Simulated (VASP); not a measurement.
Wanted: the native input for a VASP 6.6.1 run.

- Task: relaxation of cell and atoms
- Functional: PBE
- Potentials or basis: VASP PAW PBE potentials, release 64 (Be, Zn, Te)
- Cutoff: 520 eV
- k mesh: 4 × 4 × 4
- Occupations: gaussian, width 0.05 eV
- Spin: no spin polarisation
- Further INCAR settings: PREC = Normal; LREAL = Auto; ALGO = Fast; EDIFF = 1e-05; ISYM = 0; IBRION = 2; EDIFFG = -0.03; NSW = 110; ISIF = 3

The structure of BeZn2Te3 lies in POSCAR:

```
BeZn2Te3
1.0
   -2.3242931800      2.3172526800      8.8660733200
    1.9968164300     -2.0072752900      8.7173863200
    4.6093906700      3.9753548800    -17.5875413900
Be Zn Te
2 4 6
Direct
    0.0257580100      0.0418953900      0.0345885800
    0.9941133800      0.9693390200      0.4874711600
    0.6927934100      0.6614848100      0.0136269100
    0.6312301300      0.6491898600      0.4834823600
    0.2836103000      0.3040619300      0.9638728500
    0.3595316200      0.3623012800      0.5278116400
    0.2726834700      0.7073268600      0.2472239200
    0.2853972700      0.7467524800      0.7592240000
    0.6102242800      0.0777038000      0.2650468400
    0.6084182800      0.0742093200      0.7705018900
    0.9246900600      0.4166751500      0.2400790400
    0.9293591700      0.4459616000      0.7597530500
```

The cell was built by a generator and needn't be a form met in nature.

These files were run (other wordings do the same):

INCAR

```
SYSTEM = BeZn2Te3
PREC = Normal
ENCUT = 520
EDIFF = 1E-5
ISMEAR = 0
SIGMA = 0.05
LREAL = Auto
LASPH = .True.
NELM = 80
ALGO = Fast
ISIF = 3
LWAVE = .False.
LCHARG = .False.
GGA = PE
IBRION = 2
NSW = 110
EDIFFG = -0.03
ISYM = 0
KPAR = 4
```

KPOINTS

```
regular mesh
0
Gamma
  4 4 4
  0 0 0
```

Potentials or basis: VASP PAW PBE potentials, release 64 (Be, Zn, Te).

The run is started by

```bash
$ cat potpaw_PBE.64/Be/POTCAR potpaw_PBE.64/Zn/POTCAR potpaw_PBE.64/Te/POTCAR > POTCAR
$ mpirun -np 4 vasp_std > vasp.out
```

Results of the run:

```
Relaxed volume                         : 27.23 Å³/atom
Relaxed cell                           : a = 9.566 Å, b = 9.565 Å, c = 19.139 Å, α = 154.40°, β = 154.39°, γ = 36.53°
Space group after relaxing (to 0.05 Å) : I-4m2 (No. 119)
Energy gained by relaxing              : 109.5 meV/atom
Ionic steps                            : 27
Pressure after relaxing                : 0.0 GPa
Largest force after relaxing           : 0.029 eV/Å
Band gap on the k mesh                 : 1.66 eV, direct
```

Caveat: spin-orbit coupling is left out, which moves the levels of the heavy elements.

Run time: 63 min on 4 MPI ranks on AMD EPYC 9R45 96-Core Processor (Zen 5), on a shared host, peak memory 0.98 GiB a rank.
